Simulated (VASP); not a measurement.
BaHfO3 (cubic perovskite) is relaxed at rising pressure, each step from the one before. Symmetry mostly holds the structure type, and other phases were not tried. The mesh follows the cell, and a change of mesh leaves a small step in the series.

Input:

```yaml
crystal:
  lattice:
    - [4.19930, 0.00000, 0.00000]
    - [0.00000, 4.19930, 0.00000]
    - [0.00000, 0.00000, 4.19930]
  atoms:
    - { symbol: Ba, position: [0.00000, 0.00000, 0.00000] }
    - { symbol: Hf, position: [0.50000, 0.50000, 0.50000] }
    - { symbol: O, position: [0.50000, 0.00000, 0.50000] }
    - { symbol: O, position: [0.00000, 0.50000, 0.50000] }
    - { symbol: O, position: [0.50000, 0.50000, 0.00000] }
```

Level of theory: PBE GGA, VASP's PBE PAW potentials (set 64) (plane waves; VASP). Numerical set-up: 620 eV cut-off, 5×5×5 Γ-centred mesh, Gaussian smearing of 0.050 eV, potentials Ba_sv Hf_pv O.

```
P (GPa)  V (Å³/atom)  H − H(0) (eV/atom)  space group  k-mesh
-------  -----------  ------------------  -----------  ------
0              14.81               0.000        Pm-3m   5×5×5
5              14.39               0.456        Pm-3m   5×5×5
10             14.02               0.900        Pm-3m   6×6×6
20                 ?                   ?        Pm-3m   6×6×6
30             12.90               2.577        Pm-3m   6×6×6
45                 ?                   ?        Pm-3m   6×6×6
```

Question: Fill in the missing entries.

Answer: 
- 45, V (Å³/atom): 12.30
- 45, H − H(0) (eV/atom): 3.757
- 20, V (Å³/atom): 13.40
- 20, H − H(0) (eV/atom): 1.756

Pressures at which the relaxation failed are left out.

The compound is BaHfO3 in the cubic perovskite structure.
